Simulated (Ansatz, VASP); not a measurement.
**Si2MoP4 (MoSi2P4 monolayer) in two plane-wave programs**

One calculation is typed for both programs; each brings its own data sets. How far apart do they land? The cell is taken from a series of runs on this material, whose earlier steps may have relaxed, scaled, displaced or heated it; both programs get it as it stands.

Calculated with Ansatz 0.2.0; plane waves, with VASP 6.6.1 beside it; single point at PBE with D3(BJ).

### 1. The structure

The cell holds 7 atoms: 4 P, 2 Si and 1 Mo. Its edges and angles: a = 3.415 Å, b = 3.415 Å, c = 27.426 Å, α = 90.0°, β = 90.0°, γ = 120.0°. Vacuum lies along c.

### 2. Ansatz: single point, PBE with D3(BJ)

Ansatz runs on its default PAW (the set named soft_2) files.

A single point gives forces, pressure and levels at one fixed geometry, so differences don't come from the geometry; what else differs is listed under the comparison.

Contents of input.yaml:

```yaml
crystal:
  lattice:
    - [3.4152812311, 0.0, 0.0]
    - [-1.7076406155, 2.9577203072, 0.0]
    - [0.0, 0.0, 27.4261191215]
  atoms:
    - { symbol: P, position: [0.0, 0.0, 0.3281543393] }
    - { symbol: Si, position: [0.3333333333, 0.6666666667, 0.3662441322] }
    - { symbol: P, position: [0.3333333333, 0.6666666667, 0.4477814503] }
    - { symbol: Mo, position: [0.0, 0.0, 0.5] }
    - { symbol: P, position: [0.3333333333, 0.6666666667, 0.5522185497] }
    - { symbol: Si, position: [0.3333333333, 0.6666666667, 0.6337558678] }
    - { symbol: P, position: [0.0, 0.0, 0.6718456607] }
kpoints:
  mp_grid: { grid: [18, 18, 1] }
  band_path:
    path: [[0, 0, 0], [0.5, 0, 0], [0.33333333, 0.33333333, 0], [0, 0, 0]]
    npoints: 16
hamiltonian:
  xc: pbe
  dispersion: d3bj
scf:
  occupations: { method: fermi_dirac, width: 0.02585 }
  convergence: { dr2_threshold: 1.0e-10 }
efield:
  axis: 3
  dipole_correction: true
  ramp_position: 0.97
  ramp_width: 0.06
  amplitude: 0
output:
  dos: { projected: true, e_range: [-6, 5] }
  write_potential: true
  write_density: true
  volumetric_format: npy
  elf: true
```

Command:

```console
> ansatz run input.yaml --threads 2 --pin off --max-ram 3072MiB --backend cpu --events-out ev --progress --plain --runs-dir out
```

Numbers of over 12 decimals in the logs are rounded to 6 here.

The program printed:

```text
Engine: ansatz 0.2.0, x86_64-unknown-linux-gnu
Pseudopotentials: kind: paw
Pseudopotential: P, paw, valence charge 5, recommended cutoff 420 eV (normal), P.paw.azcp
Pseudopotential: Si, paw, valence charge 4, recommended cutoff 420 eV (normal), Si.paw.azcp
Pseudopotential: Mo, paw, valence charge 14, recommended cutoff 420 eV (normal), Mo.paw.azcp
Functional definition: PBE
  parameter kappa = 0.804
  parameter beta = 0.066725
  exchange = pbe_x(kappa = kappa, mu = beta*pi^2/3)
  correlation = pbe_c(beta = beta)
Crystal: 7 atoms, lattice volume = 277.043 Å³
Basis set: ecut = 420 eV, 5395 PW (Γ)
Bands: 28, of which v1, the nominal top of the filled ones, is band 21 counted from 1 (20 counted from 0)
Symmetry: 6 space group operations
k-points: 37 of 324 (time reversal used)
Non-local potential: P, projectors of the file, l = 0: 2, l = 1: 2, l = 2: 2
Non-local potential: Si, projectors of the file, l = 0: 2, l = 1: 2, l = 2: 2
Non-local potential: Mo, projectors of the file, l = 0: 3, l = 1: 2, l = 2: 2, l = 3: 1
PAW form: soft (Blöchl's): semilocal exchange-correlation on the pseudo side does not see the compensation charge
PAW one-centre angular grid: P, 110 points (default); XC on 64 Gauss nodes
PAW one-centre angular grid: Si, 110 points (default); XC on 64 Gauss nodes
PAW one-centre angular grid: Mo, 590 points (default); XC on 64 Gauss nodes
Initial density: superposition of atomic densities (neutral atoms: chi_scale 0, normalization atom), corrected by the library's trained network
Initial wavefunctions: pseudopotential atomic-orbital guess
Functional: x = pbe(κ = 0.804, μ = 0.219515), c = pbe(β = 0.066725)
SCF iter   1: F=—  HF=-9255.204062 eV  |F-HF|=—  |Δ(HF+E_count)|=         —  Δρ=6.05e-3  dr2=8.56e-1  ethr=1.77e-3  p=0.000 e·Å  D=8.98e-14 V/Å  ΔV_dip=-0.00 eV  dr2_dipole=3.62e-8  V_vac-E_F(+/−)=5.45/5.45 eV  ⟨swp⟩=11.9  Hψ=7531  notcnv=0  defer=2
efield: sawtooth ramp at fractional position 0.9700 (set: `efield.ramp_position`, or a place that a band, a saddle search or an elastic batch's reference lends), width 0.0600; the density the first Hamiltonian is built on has a dipole p = 0.000 e·Å; the dipole correction subtracts the counter field D = 8.98e-14 V/Å, which shifts the + side's vacuum level by -0.00 eV against the − side's; the planar-averaged density in the ramp window peaks in size at 4.4e-6 e/Å³
preconditioner: auto → none  [insulator: Δε(μ)=0.821 eV  Ē_g=7.964 eV  σ=0.026 eV  W_gap=1.00  n_scr=16 (ndim 8)  ℏωp=13.0 eV  f_vac=0.522  D(μ)=0.00/eV (n_scr^D=0)  ε∞_Penn≈3.7]
SCF iter   2: F=—  HF=-9256.554878 eV  |F-HF|=—  |Δ(HF+E_count)|=    1.35e0  Δρ=2.52e-2  dr2=2.05e1  ethr=1.77e-3  p=0.000 e·Å  D=1.09e-4 V/Å  ΔV_dip=-0.00 eV  dr2_dipole=8.32e-6  V_vac-E_F(+/−)=2.77/2.77 eV  ⟨swp⟩=4.8  Hψ=2264  notcnv=0  defer=78  recentre
preconditioner: auto → LDOS  [insulator: Δε(μ)=0.073 eV  Ē_g=8.043 eV  σ=0.026 eV  W_gap=0.59  n_scr=16 (ndim 8)  ℏωp=13.0 eV  f_vac=0.522  D(μ)=1.15/eV (n_scr^D=6)  ε∞_Penn≈3.6  β→1.0]
SCF iter   3: F=—  HF=-9255.128882 eV  |F-HF|=—  |Δ(HF+E_count)|=    1.43e0  Δρ=2.26e-3  dr2=1.11e-1  ethr=1.77e-3  p=0.000 e·Å  D=1.19e-5 V/Å  ΔV_dip=-0.00 eV  dr2_dipole=1.41e-8  V_vac-E_F(+/−)=5.11/5.11 eV  ⟨swp⟩=4.2  Hψ=2142  notcnv=0  defer=49
SCF iter   4: F=—  HF=-9255.120205 eV  |F-HF|=—  |Δ(HF+E_count)|=   8.68e-3  Δρ=7.66e-4  dr2=5.99e-3  ethr=2.65e-4  p=-0.000 e·Å  D=-1.59e-4 V/Å  ΔV_dip=0.00 eV  dr2_dipole=1.78e-6  V_vac-E_F(+/−)=4.97/4.96 eV  ⟨swp⟩=2.7  Hψ=1601  notcnv=0  defer=70
SCF iter   5: F=—  HF=-9255.119007 eV  |F-HF|=—  |Δ(HF+E_count)|=   1.20e-3  Δρ=3.80e-4  dr2=8.27e-4  ethr=1.43e-5  p=0.000 e·Å  D=2.11e-4 V/Å  ΔV_dip=-0.01 eV  dr2_dipole=4.41e-6  V_vac-E_F(+/−)=4.91/4.91 eV  ⟨swp⟩=2.2  Hψ=1718  notcnv=0  defer=70
SCF iter   6: F=—  HF=-9255.118968 eV  |F-HF|=—  |Δ(HF+E_count)|=   3.89e-5  Δρ=2.40e-4  dr2=3.64e-4  ethr=1.97e-6  p=-0.001 e·Å  D=-3.66e-4 V/Å  ΔV_dip=0.01 eV  dr2_dipole=1.66e-5  V_vac-E_F(+/−)=4.94/4.93 eV  ⟨swp⟩=2.1  Hψ=1551  notcnv=0  defer=70
SCF iter   7: F=—  HF=-9255.118960 eV  |F-HF|=—  |Δ(HF+E_count)|=   8.34e-6  Δρ=1.24e-4  dr2=1.46e-4  ethr=8.66e-7  p=0.001 e·Å  D=4.90e-4 V/Å  ΔV_dip=-0.01 eV  dr2_dipole=3.72e-5  V_vac-E_F(+/−)=4.92/4.94 eV  ⟨swp⟩=2.1  Hψ=1213  notcnv=0  defer=70
SCF iter   8: F=—  HF=-9255.118962 eV  |F-HF|=—  |Δ(HF+E_count)|=   2.71e-6  Δρ=6.05e-5  dr2=6.87e-5  ethr=3.48e-7  p=-0.001 e·Å  D=-4.28e-4 V/Å  ΔV_dip=0.01 eV  dr2_dipole=2.82e-5  V_vac-E_F(+/−)=4.93/4.92 eV  ⟨swp⟩=2.1  Hψ=1337  notcnv=0  defer=70
SCF iter   9: F=—  HF=-9255.118965 eV  |F-HF|=—  |Δ(HF+E_count)|=   2.69e-6  Δρ=3.25e-5  dr2=1.71e-5  ethr=1.64e-7  p=-0.000 e·Å  D=-2.18e-4 V/Å  ΔV_dip=0.01 eV  dr2_dipole=6.65e-6  V_vac-E_F(+/−)=4.93/4.93 eV  ⟨swp⟩=1.4  Hψ=982  notcnv=0  defer=70
SCF iter  10: F=—  HF=-9255.118963 eV  |F-HF|=—  |Δ(HF+E_count)|=   1.79e-6  Δρ=1.20e-5  dr2=1.88e-6  ethr=4.07e-8  p=0.000 e·Å  D=2.25e-6 V/Å  ΔV_dip=-0.00 eV  dr2_dipole=6.80e-8  V_vac-E_F(+/−)=4.93/4.93 eV  ⟨swp⟩=2.1  Hψ=1213  notcnv=0  defer=70
SCF iter  11: F=—  HF=-9255.118964 eV  |F-HF|=—  |Δ(HF+E_count)|=   3.24e-7  Δρ=3.96e-6  dr2=4.43e-8  ethr=4.48e-9  p=-0.000 e·Å  D=-2.05e-6 V/Å  ΔV_dip=0.00 eV  dr2_dipole=1.40e-9  V_vac-E_F(+/−)=4.93/4.93 eV  ⟨swp⟩=2.1  Hψ=1410  notcnv=0  defer=70
SCF iter  12: F=—  HF=-9255.118964 eV  |F-HF|=—  |Δ(HF+E_count)|=   3.15e-8  Δρ=1.77e-6  dr2=2.03e-8  ethr=1.06e-10  p=-0.000 e·Å  D=-8.29e-8 V/Å  ΔV_dip=0.00 eV  dr2_dipole=4.13e-10  V_vac-E_F(+/−)=4.93/4.93 eV  ⟨swp⟩=2.3  Hψ=1738  notcnv=0  defer=70
SCF iter  13: F=—  HF=-9255.118964 eV  |F-HF|=—  |Δ(HF+E_count)|=   4.64e-9  Δρ=5.13e-7  dr2=1.28e-9  ethr=4.84e-11  p=-0.000 e·Å  D=-7.23e-7 V/Å  ΔV_dip=0.00 eV  dr2_dipole=1.07e-10  V_vac-E_F(+/−)=4.93/4.93 eV  ⟨swp⟩=2.5  Hψ=1415  notcnv=0  defer=70
SCF iter  14: F=—  HF=-9255.118964 eV  |F-HF|=—  |Δ(HF+E_count)|=  7.51e-10  Δρ=2.17e-7  dr2=1.14e-10  ethr=3.05e-12  p=-0.000 e·Å  D=-1.68e-8 V/Å  ΔV_dip=0.00 eV  dr2_dipole=2.13e-12  V_vac-E_F(+/−)=4.93/4.93 eV  ⟨swp⟩=2.2  Hψ=1516  notcnv=0  defer=70
SCF iter  15: F=—  HF=-9255.118964 eV  |F-HF|=—  |Δ(HF+E_count)|=  2.15e-10  Δρ=8.36e-8  dr2=1.13e-10  ethr=1.00e-12  p=-0.000 e·Å  D=-2.52e-7 V/Å  ΔV_dip=0.00 eV  dr2_dipole=5.29e-12  V_vac-E_F(+/−)=4.93/4.93 eV  ⟨swp⟩=12.0  Hψ=3588  notcnv=0
SCF iter  16: F=-9255.118964 eV  HF=-9255.118964 eV  |F-HF|=7.28e-12  |Δ(HF+E_count)|=  1.27e-11  Δρ=3.76e-8  dr2=1.22e-11  ethr=1.00e-12  p=-0.000 e·Å  D=-7.57e-8 V/Å  ΔV_dip=0.00 eV  dr2_dipole=1.21e-12  V_vac-E_F(+/−)=4.93/4.93 eV  ⟨swp⟩=1.1  Hψ=2211  notcnv=0
SCF 1 converged in 16 iterations: F = -9255.118964 eV  dr2 = 1.22e-11
  greatest PAW one-centre occupation: 0.998 electrons in one spin orbital (limit 2), on the Mo atom at site 3 (counted from 0), in its partial waves of l = 0
NSCF: frozen V_eff on 49 k-points
efield: sawtooth ramp at fractional position 0.9700 (kept from the solve that this one continues, or follows in the run), width 0.0600; the density the first Hamiltonian is built on has a dipole p = -0.000 e·Å; the dipole correction subtracts the counter field D = -7.57e-8 V/Å, which shifts the + side's vacuum level by +0.00 eV against the − side's; the planar-averaged density in the ramp window peaks in size at 1.2e-6 e/Å³
WARN: The output density's exchange-correlation potential varies sharply where the density is thin. Do not read a vacuum level from v_tot or v_xc, or from such a field of the output density. On a cell that repeats whose density bears no net charge and no dipole along the vacuum's axis use v_es (v_loc + v_h of the components); under efield.dipole_correction with no amplitude use v_es + v_field, which holds any externa [...]
SCF converged after 16 iterations
Free energy (F): -9255.118964 eV
Harris-Foulkes:  -9255.118964 eV  (|F-HF|=7.28e-12)
Internal energy: -9255.118964 eV  (E = F + TS)
E sigma→0 (E₀):  -9255.118964 eV
Fermi energy:    1.475312 eV
Dipole field:    D = 0.000001 V/Å  (p = 0.000002 e·Å, saw-weighted, corrected)
Work function:   Φ+ = 4.9317 eV   Φ− = 4.9318 eV
Levels:          The Fermi level and band energies are counted from a zero that moves with the ramp; work functions are not
--- Per-component energies (eV) ---
  E_band       = -461.885271
  E_kinetic    = 810.134467
  E_local      = -30782.566479  (includes V_loc(G=0)·N_el)
  E_nonlocal   = 330.214555
  E_hartree    = 14964.414545
  E_xc         = -542.748852
  E_vxc        = -569.357154  (∫ρ·V_xc dr)
  E_paw        = -6504.448779  (= ΣΔE_a)
  E_vpaw       = -179.140207  (= ΣTr[D̂ρ^β])
  E_aug_tail   = 0.000076  (compensation charges beyond the density's cutoff)
  E_efield     = 0.000000  (sawtooth field / dipole correction)
  E_vefield    = 0.000000  (∫n·V_field dr)
  E_ewald      = 12472.414782
  E_disp       = -2.533278  (pairwise vdW)
  E_smearing   = -0.000000  (= −TS)
  E_closure    = 0.000000  (closes the sum)
  Σ components = -9255.118964   (vs F -9255.118964, Δ=0.00e0)
--- Band table (eV; the first three rows and the last of 37) ---
  k-point 0: bands = [... 17 lower, 0.3582, 0.4172, 0.4172, 0.7537, 3.7890, 3.7890, 4.0982, 4.0982, ... 3 higher]
  k-point 1: bands = [... 17 lower, 0.2294, 0.2613, 0.3268, 0.7736, 3.6763, 3.8773, 3.9397, 4.1217, ... 3 higher]
  k-point 2: bands = [... 17 lower, 0.0145, 0.0964, 0.1701, 0.7310, 3.4290, 3.5726, 4.0952, 4.0987, ... 3 higher]
  k-point 36: bands = [... 17 lower, -1.7071, -0.4849, 0.1994, 0.9809, 1.9696, 2.5268, 2.6523, 3.5643, ... 3 higher]
```

### 3. VASP: single point, PBE with D3(BJ)

The same cell, functional, mesh and smearing now go to VASP, with its own data sets.

Lines of VASP's logs that name or quote its potential files are left out, and so is its time.

Contents of INCAR:

```
SYSTEM = Si2MoP4
PREC = Accurate
ENCUT = 400
EDIFF = 1E-06
NELM = 120
ISMEAR = -1
SIGMA = 0.02585
LREAL = .FALSE.
ALGO = Normal
GGA = PE
IVDW = 12
NBANDS = 28
LASPH = .TRUE.
LORBIT = 11
LWAVE = .FALSE.
LCHARG = .FALSE.
ISIF = 2
LDIPOL = .TRUE.
IDIPOL = 3
DIPOL = 0.5 0.5 0.5
LVHAR = .TRUE.
GGA_COMPAT = .FALSE.
EFERMI = MIDGAP
NELMDL = -8
KPAR = 2
```

Contents of POSCAR:

```
Si2MoP4
1.0
    3.4152812311      0.0000000000      0.0000000000
   -1.7076406155      2.9577203072      0.0000000000
    0.0000000000      0.0000000000     27.4261191215
P Si Mo
4 2 1
Direct
    0.0000000000      0.0000000000      0.3281543393
    0.3333333333      0.6666666667      0.4477814503
    0.3333333333      0.6666666667      0.5522185497
    0.0000000000      0.0000000000      0.6718456607
    0.3333333333      0.6666666667      0.3662441322
    0.3333333333      0.6666666667      0.6337558678
    0.0000000000      0.0000000000      0.5000000000
```

Contents of KPOINTS:

```
Automatic mesh
0
Gamma
18 18 1
0 0 0
```

PAW data sets: P, Si and Mo_sv (PBE family, release 64).

Command:

```console
> mpirun -np 2 vasp_std
```

The program printed:

```text
[banner, memory and clock lines left out]
running    2 mpi-ranks, on    1 nodes
 distrk:  each k-point on    1 cores,    2 groups
 distr:  one band on    1 cores,    1 groups

 POSCAR found type information on POSCAR P SiMo
 POSCAR found :  3 types and       7 ions
 LDA part: xc-table for (Slater+PW92), standard interpolation
 POSCAR, INCAR and KPOINTS ok, starting setup
 FFT: planning ... GRIDC
 FFT: planning ... GRID_SOFT
 FFT: planning ... GRID
 WAVECAR not read
 entering main loop
       N       E                     dE             d eps       ncg     rms          rms(c)
DAV:   1     0.197025581578E+03    0.19703E+03   -0.17660E+04  2640   0.982E+02
DAV:   2    -0.310715355129E+02   -0.22810E+03   -0.22302E+03  2648   0.220E+02
DAV:   3    -0.467757233140E+02   -0.15704E+02   -0.15509E+02  2540   0.538E+01
DAV:   4    -0.473003750666E+02   -0.52465E+00   -0.52220E+00  3216   0.100E+01
DAV:   5    -0.473108640620E+02   -0.10489E-01   -0.10481E-01  2840   0.135E+00
DAV:   6    -0.473114360727E+02   -0.57201E-03   -0.57193E-03  3336   0.270E-01
DAV:   7    -0.473114461268E+02   -0.10054E-04   -0.10054E-04  2856   0.311E-02
DAV:   8    -0.473114466300E+02   -0.50320E-06   -0.50313E-06  2576   0.591E-03    0.223E+01
DAV:   9    -0.459919238307E+02    0.13195E+01   -0.98794E+00  2428   0.155E+01    0.752E+00
DAV:  10    -0.457609416577E+02    0.23098E+00   -0.52807E+00  2600   0.123E+01    0.637E+00
DAV:  11    -0.455187090011E+02    0.24223E+00   -0.14693E+00  2528   0.661E+00    0.124E+00
DAV:  12    -0.455119091468E+02    0.67999E-02   -0.12404E-01  2504   0.177E+00    0.669E-01
DAV:  13    -0.455112074521E+02    0.70169E-03   -0.11662E-02  2960   0.540E-01    0.363E-01
DAV:  14    -0.455109263328E+02    0.28112E-03   -0.16716E-03  2644   0.189E-01    0.143E-01
[...]
DAV:  21    -0.455111223089E+02   -0.17754E-04   -0.11027E-06  1980   0.352E-03    0.376E-03
DAV:  22    -0.455111449121E+02   -0.22603E-04   -0.57732E-07  1724   0.260E-03    0.297E-03
DAV:  23    -0.455111551329E+02   -0.10221E-04   -0.41796E-07  1764   0.192E-03    0.832E-04
DAV:  24    -0.455111593360E+02   -0.42031E-05   -0.41017E-07  1708   0.203E-03    0.212E-03
DAV:  25    -0.455111613020E+02   -0.19660E-05   -0.53433E-08  1508   0.983E-04    0.831E-04
DAV:  26    -0.455111629519E+02   -0.16499E-05   -0.48568E-08  1468   0.865E-04    0.122E-03
DAV:  27    -0.455111644545E+02   -0.15025E-05   -0.43365E-08  1472   0.687E-04    0.132E-04
DAV:  28    -0.455111654005E+02   -0.94608E-06   -0.22637E-08  1452   0.377E-04
   1 F= -.48044165E+02 E0= -.48044165E+02  d E =-.713090E-10
```

Parts of OUTCAR (step 3):

```text
ion  position               nearest neighbor table
   1  0.000  0.000  0.328-   5 2.23   5 2.23   5 2.23
   2  0.333  0.667  0.448-   5 2.24   7 2.44   7 2.44   7 2.44   3 2.86
   3  0.333  0.667  0.552-   6 2.24   7 2.44   7 2.44   7 2.44   2 2.86
   4  0.000  0.000  0.672-   6 2.23   6 2.23   6 2.23
   5  0.333  0.667  0.366-   1 2.23   1 2.23   1 2.23   2 2.24
   6  0.333  0.667  0.634-   4 2.23   4 2.23   4 2.23   3 2.24
   7  0.000  0.000  0.500-   2 2.44   3 2.44   2 2.44   3 2.44   2 2.44   3 2.44

  LATTYP: Found a hexagonal cell.
 ALAT       =     3.4152812311
 C/A-ratio  =     8.0304130950

 Subroutine GETGRP returns: Found 12 space group operations
 (whereof 12 operations were pure point group operations)

The static configuration has the point symmetry D_3h.

 Found     37 irreducible k-points:

   k-points           NKPTS =     37   k-points in BZ     NKDIM =     37   number of bands    NBANDS=     28

   dimension x,y,z NGX =    24 NGY =   24 NGZ =  180
   dimension x,y,z NGXF=    48 NGYF=   48 NGZF=  360

   ENCUT  =  400.0 eV  29.40 Ry    5.42 a.u.   5.57  5.57 44.73*2*pi/ulx,y,z

   NELECT =      42.0000    total number of electrons

 k-points in reciprocal lattice and weights: Automatic mesh
   0.00000000  0.00000000  0.00000000       0.003
   0.05555556  0.00000000  0.00000000       0.019
   0.11111111  0.00000000  0.00000000       0.019
   0.16666667  0.00000000  0.00000000       0.019
   0.22222222  0.00000000  0.00000000       0.019
   0.27777778  0.00000000  0.00000000       0.019
   0.33333333  0.00000000  0.00000000       0.019
   0.38888889  0.00000000  0.00000000       0.019
   0.44444444  0.00000000  0.00000000       0.019
[...]
0.33333333  0.27777778  0.00000000       0.037
   0.33333333  0.33333333  0.00000000       0.006

 dipolmoment           0.000000      0.000000      0.000000 electrons x Angstroem

 average (electrostatic) potential at core
       1 -87.9038       2 -88.0307       3 -88.0307       4 -87.9038       5 -89.3396
       6 -89.3396       7 -81.1051

 E-fermi :   0.6534

 k-point     1 :       0.0000    0.0000    0.0000
  band No.  band energies     occupation
    ...
     17      -0.4497      2.00000
     18      -0.4497      2.00000
     19      -0.3915      2.00000
     20      -0.3915      2.00000
     21      -0.0683      2.00000
     22       2.9692      0.00000
     23       2.9692      0.00000
     24       3.2820      0.00000
     25       3.2820      0.00000
     26       3.9864      0.00000
    ...

 k-point     2 :       0.0556    0.0000    0.0000
  band No.  band energies     occupation
    ...
     17      -0.8272      2.00000
     18      -0.5864      2.00000
     19      -0.5467      2.00000
     20      -0.4823      2.00000
     21      -0.0489      2.00000
     22       2.8571      0.00000
     23       3.0573      0.00000
     24       3.1234      0.00000
     25       3.3042      0.00000
     26       4.2087      0.00000
    ...

 k-point     3 :       0.1111    0.0000    0.0000
  band No.  band energies     occupation
    ...
     17      -1.3668      2.00000
     18      -0.7938      2.00000
     19      -0.7133      2.00000
     20      -0.6535      2.00000
     21      -0.0923      2.00000
     22       2.6116      0.00000
     23       2.7568      0.00000
     24       3.2748      0.00000
     25       3.2789      0.00000
     26       4.0586      0.00000
    ...

 Edisp (eV)   -2.53300

  Total      -0.17165    -0.17165    -0.25632    -0.00000    -0.00000     0.00000
  in kB      -0.99270    -0.99270    -1.48231    -0.00000    -0.00000     0.00000
  external pressure =       -1.16 kB  Pullay stress =        0.00 kB

  energy-cutoff  :      400.00
  volume of cell :      277.04
      direct lattice vectors                 reciprocal lattice vectors
     3.415281231  0.000000000  0.000000000     0.292801656  0.169049115  0.000000000
    -1.707640615  2.957720307  0.000000000     0.000000000  0.338098230  0.000000000
     0.000000000  0.000000000 27.426119122     0.000000000  0.000000000  0.036461593

 POSITION                                       TOTAL-FORCE (eV/Angst)
 -----------------------------------------------------------------------------------
      0.00000      0.00000      9.00000        -0.000000     -0.000000      0.033908
     -0.00000      1.97181     12.28091        -0.000000      0.000000     -0.025272
     -0.00000      1.97181     15.14521        -0.000000      0.000000      0.025272
      0.00000      0.00000     18.42612         0.000000      0.000000     -0.033908
     -0.00000      1.97181     10.04466        -0.000000      0.000000     -0.017184
     -0.00000      1.97181     17.38146         0.000000      0.000000      0.017184
      0.00000      0.00000     13.71306         0.000000     -0.000000      0.000000
 -----------------------------------------------------------------------------------
    total drift:                               -0.000000     -0.000000     -0.000000

  FREE ENERGIE OF THE ION-ELECTRON SYSTEM (eV)
  ---------------------------------------------------
  free  energy   TOTEN  =       -48.0441646355 eV

  energy  without entropy=      -48.0441646354  energy(sigma->0) =      -48.04416464

 vacuum level on the upper side and lower side of the slab         5.573         5.573

 total charge
# of ion       s       p       d       tot
------------------------------------------
    1        1.068   1.493   0.000   2.560
    2        1.025   1.503   0.000   2.528
    3        1.025   1.503   0.000   2.528
    4        1.068   1.493   0.000   2.560
    5        0.743   0.919   0.000   1.661
    6        0.743   0.919   0.000   1.661
    7        2.283   6.197   4.046  12.526
--------------------------------------------------
tot          7.955  14.025   4.046  26.026

[... 3 further parts left out ...]
```

### 4. Comparison

Known differences besides the potentials themselves: the cutoff is 420 eV in Ansatz and 400 eV in VASP. Total energies have different zeros and are not compared.

Compared:

```tsv
quantity	Ansatz	VASP	difference
gap on the k mesh (eV)	0.989	0.991	-0.002
```

A gap on the mesh is an upper bound, since the band edges may lie between its points. With vacuum in the cell, a pressure given here is an average over mostly empty space and none of the material.

### 5. Summary of results

| Item | Value |
| --- | --- |
| difference in gap on the k mesh (single point, PBE with D3(BJ)) | -0.0018 eV |

What this shows: The difference in gap on the k mesh is -0.0018 eV (single point, PBE with D3(BJ)), within the 0.08 eV picked in this series as the mark of a large difference. How closely two codes agree says nothing of how well the functional describes the real material.

[Lines on the potential files, build, host, timing and source positions are cut from VASP's logs without a mark.]

[Logs are printed without paths, hosts, clocks, repeated set-up lines and the standing remarks that a program may print on its own settings, such as how far it seeks lower states.]

[Hosts, paths, dates, database ids (printed as entryN), source tags and the programs' standing remarks are cut or masked in the printed files.]
